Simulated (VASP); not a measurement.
Energy against volume of SrVO₃ (cubic perovskite). Level of theory: MS2 meta-GGA, VASP's PBE PAW potentials (set 64) (plane waves; VASP). Numerical set-up: 520 eV cut-off, 8×8×8 Γ-centred mesh, first-order Methfessel-Paxton smearing of 0.10 eV, potentials Sr_sv V_sv O.

| V (Å³/atom) | E (eV/atom) |
|---|---|
| 10.613 | -10.24823 |
| 10.951 | -10.27003 |
| 11.290 | -10.27620 |
| 11.629 | -10.26993 |

Fit these four points and predict the energy of the run at 11.968 Å³/atom.

A cubic in V^(−2/3), the third-order Birch-Murnaghan form, passes through the four points with V0 = 11.28 Å³/atom and B0 = 197 GPa, and gives -10.2539 eV/atom there. The run gave -10.2529 eV/atom, +1.0 meV/atom from the fit; all five points give B0 = 201 GPa.

The compound is SrVO3 in the cubic perovskite structure. It was relaxed first. The run is not spin-polarised, so no magnetic state was tried.
